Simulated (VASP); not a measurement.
All values below come from LDA (Ceperley-Alder, Perdew-Zunger), VASP's LDA PAW potentials (set 64) (plane waves; VASP).

Input for VASP

### POSCAR
```
WSe2
1
    1.4965578777    -2.5921100138    -0.0000000000
    1.4965578777     2.5921100138     0.0000000000
   -0.0000000000    -0.0000000000    11.2427971206
W Se
2 4
Direct
  0.3333330000   0.6666670000   0.2500000000
  0.6666670000   0.3333330000   0.7500000000
  0.3333330000   0.6666670000   0.9010682081
  0.6666670000   0.3333330000   0.4010682081
  0.6666670000   0.3333330000   0.0989317919
  0.3333330000   0.6666670000   0.5989317919
```

File KPOINTS:
```
Automatic mesh
0
Gamma
12 12 3
0 0 0
```

### INCAR
```
# general
SYSTEM =WSe2
PREC   =Accurate
ENCUT  =500
LREAL  =.False.
LASPH  =.True.

# electronic loop
EDIFF  =1E-6
NELM   =100
ALGO   =Normal
LMAXMIX=6

# smearing
ISMEAR =1
SIGMA  =0.1

# ions
IBRION =2
NSW    =40
ISIF   =3
EDIFFG =-0.02
PSTRESS=450

# output
LWAVE  =.False.
LCHARG =.False.
```

POTCAR, in this order: W_sv Se (LDA.64 set). Program: vasp_std.

Unless said otherwise, spin-orbit coupling is left out, though it shifts the bands of the heavy elements here.

Task: What does the run give for the energy per atom (σ→0), volume per atom, band gap (on the k-mesh)?

Result: 
| Property | Value |
|---|---|
| energy per atom (σ→0) | -7.589 eV/atom |
| band gap (on the k-mesh) | none (metal, semimetal or under 0.01 eV) |
| volume per atom | 14.56 Å^3/atom |

### OSZICAR
```
...
   4 F= -.21005235E+02 E0= -.21005506E+02  d E =-.112568E-03
       N       E                     dE             d eps       ncg     rms          rms(c)
DAV:   1    -0.455355208090E+02   -0.46717E-02   -0.73918E-03  2370   0.537E-01    0.109E-01
DAV:   2    -0.455354861965E+02    0.34613E-04   -0.48733E-04  2707   0.119E-01    0.471E-02
DAV:   3    -0.455354702007E+02    0.15996E-04   -0.34821E-05  2775   0.414E-02    0.980E-03
DAV:   4    -0.455354683757E+02    0.18250E-05   -0.63546E-06  2683   0.145E-02    0.435E-03
DAV:   5    -0.455354682317E+02    0.14404E-06   -0.99031E-07  1528   0.614E-03
   5 F= -.21005303E+02 E0= -.21005566E+02  d E =-.180145E-03
```

The compound is WSe2 in the 2H layered structure. This run relaxes it under an external pressure of 45 GPa. Symmetry was kept, so distortions that lower it aren't found.
